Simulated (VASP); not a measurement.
Output of a VASP run:

File OSZICAR:
```
       N       E                     dE             d eps       ncg     rms          rms(c)
DAV:   1     0.101195469469E+03    0.10120E+03   -0.76133E+03   779   0.142E+03
DAV:   2     0.262433106049E+00   -0.10093E+03   -0.94261E+02   888   0.312E+02
DAV:   3    -0.585330504556E+01   -0.61157E+01   -0.60854E+01   914   0.777E+01
DAV:   4    -0.595550736652E+01   -0.10220E+00   -0.10212E+00   926   0.104E+01
DAV:   5    -0.595748655511E+01   -0.19792E-02   -0.19791E-02   975   0.142E+00    0.279E+00
DAV:   6    -0.577343512486E+01    0.18405E+00   -0.30066E-01   893   0.510E+00    0.214E+00
DAV:   7    -0.575149602647E+01    0.21939E-01   -0.10605E-01   884   0.305E+00    0.134E+00
DAV:   8    -0.575397669584E+01   -0.24807E-02   -0.69662E-03   851   0.110E+00    0.218E-01
DAV:   9    -0.575392045797E+01    0.56238E-04   -0.16494E-04   928   0.197E-01    0.646E-02
DAV:  10    -0.575395661432E+01   -0.36156E-04   -0.65056E-05   863   0.148E-01    0.110E-02
DAV:  11    -0.575395893359E+01   -0.23193E-05   -0.80456E-06   923   0.385E-02    0.575E-03
DAV:  12    -0.575395947567E+01   -0.54208E-06   -0.81625E-07   821   0.128E-02
   1 F= -.21897575E+00 E0= -.21897575E+00  d E =-.218976E+00
```

OUTCAR:
```
------------------------ aborting loop because EDIFF is reached ----------------------------------------
  FORCE on cell =-STRESS in cart. coord.  units (eV):
  Direction    XX          YY          ZZ          XY          YZ          ZX
  --------------------------------------------------------------------------------------
  Total        5.5139590      5.5139590      5.5139590      0.0000000     -0.0000000     -0.0000000
  in kB      298.8604456    298.8604456    298.8604456      0.0000000     -0.0000000     -0.0000000
  external PRESSURE =      -1.1395544 kB  Pullay stress =     300.0000000 kB
  volume of cell :       29.56
      direct lattice vectors                 reciprocal lattice vectors
     0.000000000  2.454097955  2.454097955    -0.203740849  0.203740849  0.203740849
     2.454097955  0.000000000  2.454097955     0.203740849 -0.203740849  0.203740849
     2.454097955  2.454097955  0.000000000     0.203740849  0.203740849 -0.203740849
  FREE ENERGIE OF THE ION-ELECTRON SYSTEM (eV)
  ---------------------------------------------------
  free  energy   TOTEN  =        -5.7539594757 eV

  energy  without entropy=       -5.7539594757  energy(sigma->0) =       -5.75395948
  enthalpy is  TOTEN    =        -0.2189757469 eV   P V=        5.5349837287

 reached required accuracy - stopping structural energy minimisation
```
(Selected blocks of OUTCAR.)

### POSCAR
```
NaCl
1
    0.0000000000     2.4540979548     2.4540979548
    2.4540979548     0.0000000000     2.4540979548
    2.4540979548     2.4540979548     0.0000000000
Na Cl
1 1
Direct
  0.0000000000   0.0000000000   0.0000000000
  0.5000000000   0.5000000000   0.5000000000
```

Q: Write an INCAR and KPOINTS that could have produced this output.

A: Several could match; the one computed here: the input of the run itself, PBE GGA, plane waves, VASP's PBE PAW potentials (set 64).

### KPOINTS
```
Automatic mesh
0
Gamma
9 9 9
0 0 0
```

### INCAR
```
SYSTEM = NaCl
PREC = Accurate; ENCUT = 500; LREAL = .FALSE.
LASPH = .TRUE.
EDIFF = 1E-6; NELM = 100; ALGO = Normal
ISMEAR = 0; SIGMA = 0.05
GGA = PE
IBRION = 2; NSW = 40; ISIF = 3
EDIFFG = -0.02; PSTRESS = 300
LWAVE = .FALSE.; LCHARG = .FALSE.
```

POTCAR, in this order: Na_pv Cl (PBE.64 set). Program: vasp_std.

The compound is NaCl in the rock salt structure. It was relaxed first under an external pressure of 30 GPa.
